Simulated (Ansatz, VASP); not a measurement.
# Two plane-wave programs on TiGeSe4

```
Ti Ge Se
1.0
     4.96387    0.00000    0.00000
    -2.48194    4.29884    0.00000
     0.00000    0.00000    5.64126
Ti Ge Se
1 1 4
Cartesian
  0.0000 0.0000 2.8206
  0.0000 0.0000 0.0000
  0.0000 2.8659 4.1398
  0.0000 2.8659 1.5014
  2.4819 1.4329 4.1398
  2.4819 1.4329 1.5014
```

Change from the starting cell: species swapped into the TiNbB4 type (P6/mmm, No. 191).

Alike in both runs: functional PBE; k mesh 6 × 6 × 4; occupations gaussian, width 0.1 eV; no spin polarisation.

Ansatz relaxed the structure, and its values are those at the end. VASP's run is a single point on that final structure, the one shown.

|  | VASP | Ansatz |
| --- | --- | --- |
| version | VASP 6.6.1 | Ansatz 0.2.0 |
| potentials or method | VASP PAW PBE potentials, release 64 (Ti_sv, Ge_d, Se) | scalar-relativistic, plane waves, PAW |
| plane-wave cutoff (eV) | 520 | 420 |
| valence electrons in the cell | 50 | 90 |

|  | VASP | Ansatz | Ansatz less VASP |
| --- | --- | --- | --- |
| gap on the k mesh at the Fermi level (eV) | none | none | - |
| pressure (GPa) | 0.1 | 0.0 | -0.13 |
| rms of the force components (eV/Å) | 0.012 | 0.009 | -0.0034 |

A gap of «none» marks a metal or a gap that the smearing closes. The two sets of potentials don't hold the same shells in valence.
